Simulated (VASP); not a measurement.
# CuNi (space group P-6m2): computed properties

These are PBEsol GGA, VASP's PBE PAW potentials (set 64) (plane waves; VASP) values and carry that method's errors.

space group: P-6m2 (187)
cell: a = b = 2.464 Å, c = 4.095 Å, α = β = 90.00°, γ = 120.00°
volume per atom: 10.76 Å³/atom
band gap (over mesh and band path): none (metal, semimetal or under 0.01 eV)
band gap with spin-orbit coupling: none (metallic)
density: 9.43 g/cm³

Space group P-6m2 (No. 187); a = b = 2.4636 Å, c = 4.0947 Å, α = β = 90.00°, γ = 120.00°

```csv
atom,site,symmetry,x,y,z
Cu,1b,-6m2,0.0000,0.0000,0.5000
Ni,1e,-6m2,0.6667,0.3333,0.0000
```

The structure comes from a computed database's CuNi entry (P-6m2); how it stands against other phases isn't given here. It was relaxed first. Symmetry was kept, so distortions that lower it aren't found. The run is not spin-polarised, so no magnetic state was tried. The electron count is odd and the run is not spin-polarised, which forces a metal.
